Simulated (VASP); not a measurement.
Method: r2SCAN meta-GGA, VASP's PBE PAW potentials (set 64) (plane waves; VASP 6.6.1).

VASP input:

**POSCAR**
```
Cr2O3
1
    4.7751768131    -2.4747036253     0.0108809489
    4.7751768131     2.4747036253     0.0108809489
    3.4833655574     0.0000000000     4.0978968939
Cr O
4 6
Direct
  0.8469914222   0.8469914222   0.8469914222
  0.3469914222   0.3469914222   0.3469914222
  0.1530085778   0.1530085778   0.1530085778
  0.6530085778   0.6530085778   0.6530085778
  0.4424215744   0.0575784256   0.7500000000
  0.0575784256   0.7500000000   0.4424215744
  0.5575784256   0.9424215744   0.2500000000
  0.2500000000   0.5575784256   0.9424215744
  0.9424215744   0.2500000000   0.5575784256
  0.7500000000   0.4424215744   0.0575784256
```

**INCAR**
```
ALGO  =  Normal
EDIFF  =  1E-7
ENCUT  =  520
ISIF  =  2
ISMEAR  =  -5
ISPIN  =  2
LASPH  =  .TRUE.
LCHARG  =  .FALSE.
LEFG  =  .TRUE.
LMAXMIX  =  4
LMIXTAU  =  .TRUE.
LORBIT  =  11
LREAL  =  .FALSE.
LWAVE  =  .FALSE.
MAGMOM  =  2*-2.8 2*2.8 6*0.0
METAGGA  =  R2SCAN
NEDOS  =  601
NELM  =  100
PREC  =  Accurate
SYSTEM  =  Cr2O3
```

File KPOINTS_OPT:
```
k-points along high-symmetry lines
8
Line-mode
Reciprocal
  0.000000   0.000000   0.000000 ! GAMMA
 -0.500000  -0.500000  -0.500000 ! T

 -0.500000  -0.500000  -0.500000 ! T
 -0.500000  -0.233270  -0.766730 ! H_2

 -0.233270   0.233270  -0.500000 ! H_0
 -0.000000  -0.000000  -0.500000 ! L

 -0.000000  -0.000000  -0.500000 ! L
  0.000000   0.000000   0.000000 ! GAMMA

  0.000000   0.000000   0.000000 ! GAMMA
 -0.000000   0.366635  -0.366635 ! S_0

 -0.366635  -0.000000  -0.633365 ! S_2
 -0.500000  -0.000000  -0.500000 ! F

 -0.500000  -0.000000  -0.500000 ! F
  0.000000   0.000000   0.000000 ! GAMMA
```

KPOINTS:
```
K-points
0
Gamma
 6 6 6
0 0 0
```

POTCAR, in this order: Cr_pv O (PBE.64 set). Program: vasp_std.

Output of the run:

OSZICAR:
```
       N       E                     dE             d eps       ncg     rms          rms(c)
DAV:   1     0.121155647473E+04    0.12116E+04   -0.47923E+04  6560   0.200E+03
DAV:   2     0.362902373931E+02   -0.11753E+04   -0.11373E+04  6462   0.604E+02
DAV:   3    -0.151069687044E+03   -0.18736E+03   -0.18379E+03  8590   0.216E+02
DAV:   4    -0.159336791999E+03   -0.82671E+01   -0.81966E+01  7552   0.457E+01
DAV:   5    -0.159571423176E+03   -0.23463E+00   -0.23416E+00  8584   0.769E+00    0.458E+01
DAV:   6    -0.124320045195E+03    0.35251E+02   -0.17708E+02  8204   0.914E+01    0.289E+01
DAV:   7    -0.119431981622E+03    0.48881E+01   -0.19624E+01  8436   0.333E+01    0.162E+01
DAV:   8    -0.120383531644E+03   -0.95155E+00   -0.14159E+00  7784   0.768E+00    0.967E+00
DAV:   9    -0.120402813308E+03   -0.19282E-01   -0.47758E-01  8036   0.403E+00    0.208E+00
DAV:  10    -0.120414618471E+03   -0.11805E-01   -0.10120E-01  8236   0.203E+00    0.139E+00
DAV:  11    -0.120413491670E+03    0.11268E-02   -0.16816E-02  7932   0.748E-01    0.747E-01
DAV:  12    -0.120410102497E+03    0.33892E-02   -0.94125E-03  7688   0.832E-01    0.465E-01
DAV:  13    -0.120414800833E+03   -0.46983E-02   -0.22289E-03  7604   0.369E-01    0.195E-01
DAV:  14    -0.120414664185E+03    0.13665E-03   -0.27371E-04  9066   0.979E-02    0.935E-02
DAV:  15    -0.120414563966E+03    0.10022E-03   -0.40615E-05  7784   0.469E-02    0.398E-02
DAV:  16    -0.120414628749E+03   -0.64782E-04   -0.29199E-05  7724   0.422E-02    0.188E-02
DAV:  17    -0.120414614434E+03    0.14315E-04   -0.84110E-06  7608   0.231E-02    0.790E-03
DAV:  18    -0.120414623237E+03   -0.88032E-05   -0.32900E-06  7560   0.131E-02    0.224E-03
DAV:  19    -0.120414621449E+03    0.17876E-05   -0.50654E-07  7040   0.428E-03    0.141E-03
DAV:  20    -0.120414621283E+03    0.16643E-06   -0.66971E-08  4392   0.204E-03    0.316E-04
DAV:  21    -0.120414621396E+03   -0.11311E-06   -0.18196E-08  3928   0.804E-04    0.207E-04
DAV:  22    -0.120414621399E+03   -0.32633E-08   -0.61405E-09  3760   0.402E-04
   1 F= -.12041462E+03 E0= -.12041462E+03  d E =0.000000E+00  mag=     0.0000
       N       E                     dE             ncg
       N       E                     dE             ncg
```

File OUTCAR:
```
------------------------ aborting loop because EDIFF is reached ----------------------------------------
  FORCE on cell =-STRESS in cart. coord.  units (eV):
  Direction    XX          YY          ZZ          XY          YZ          ZX
  --------------------------------------------------------------------------------------
  Total       -0.0863655      0.0340882      0.0220543      0.0000000      0.0000000     -0.0380726
  in kB       -1.4314924      0.5650056      0.3655462      0.0000000      0.0000000     -0.6310470
  external PRESSURE =      -0.1669802 kB  Pullay stress =       0.0000000 kB
  volume of cell :       96.66
      direct lattice vectors                 reciprocal lattice vectors
     4.775176813 -2.474703625  0.010880949     0.104911371 -0.202044396 -0.089178588
     4.775176813  2.474703625  0.010880949     0.104911371  0.202044396 -0.089178588
     3.483365557  0.000000000  4.097896894    -0.000557132  0.000000000  0.244501197
 POSITION                                       TOTAL-FORCE (eV/Angst)
 -----------------------------------------------------------------------------------
     11.03945      0.00000      3.48932        -0.014867      0.000000     -0.004699
      4.52259      0.00000      1.42949        -0.014867      0.000000     -0.004699
      1.99427      0.00000      0.63034         0.014867      0.000000      0.004699
      8.51113      0.00000      2.69017         0.014867      0.000000      0.004699
      5.00011     -0.95237      3.07886        -0.000000     -0.018602     -0.000000
      5.39745      1.71354      1.82179        -0.004855      0.009301      0.015361
      8.03361      0.95237      1.04080        -0.000000      0.018602     -0.000000
      7.13913      0.76117      3.87073        -0.004855     -0.009301      0.015361
      7.63627     -1.71354      2.29787         0.004855     -0.009301     -0.015361
      5.89459     -0.76117      0.24893         0.004855      0.009301     -0.015361
 -----------------------------------------------------------------------------------
    total drift:                               -0.000000      0.000000      0.000000
  FREE ENERGIE OF THE ION-ELECTRON SYSTEM (eV)
  ---------------------------------------------------
  free  energy   TOTEN  =      -120.4146213991 eV

  energy  without entropy=     -120.4146213991  energy(sigma->0) =     -120.41462140

 total charge

# of ion       s       p       d       tot
------------------------------------------
    1        0.408   6.344   4.034  10.786
    2        0.408   6.344   4.034  10.786
    3        0.408   6.344   4.034  10.786
    4        0.408   6.344   4.034  10.786
    5        1.562   3.539   0.000   5.100
    6        1.562   3.539   0.000   5.100
    7        1.562   3.539   0.000   5.100
    8        1.562   3.539   0.000   5.100
    9        1.562   3.539   0.000   5.100
   10        1.562   3.539   0.000   5.100
--------------------------------------------------
tot         11.000  46.606  16.137  73.743

 magnetization (x)

# of ion       s       p       d       tot
------------------------------------------
    1       -0.014  -0.028  -2.712  -2.754
    2       -0.014  -0.028  -2.712  -2.754
    3        0.014   0.028   2.712   2.754
    4        0.014   0.028   2.712   2.754
    5        0.000   0.000   0.000   0.000
    6        0.000   0.000   0.000   0.000
    7        0.000   0.000   0.000   0.000
    8        0.000   0.000   0.000   0.000
    9        0.000   0.000   0.000   0.000
   10        0.000   0.000   0.000   0.000
--------------------------------------------------
tot          0.000   0.000   0.000   0.000

 Electric field gradients after diagonalization (V/A^2)
 (convention: |V_zz| > |V_xx| > |V_yy|)
----------------------------------------------------------------------
 ion       V_xx      V_yy      V_zz     asymmetry (V_yy - V_xx)/ V_zz
----------------------------------------------------------------------
   1       0.429     0.428    -0.858       0.001
   2       0.429     0.428    -0.858       0.001
   3       0.429     0.428    -0.858       0.001
   4       0.429     0.428    -0.858       0.001
   5      26.910    12.759   -39.669       0.357
   6      26.910    12.759   -39.669       0.357
   7      26.910    12.759   -39.669       0.357
   8      26.910    12.759   -39.669       0.357
   9      26.910    12.759   -39.669       0.357
  10      26.910    12.759   -39.669       0.357
```
(Selected blocks of OUTCAR.)

The compound is Cr2O3 in the corundum structure. It was relaxed first.
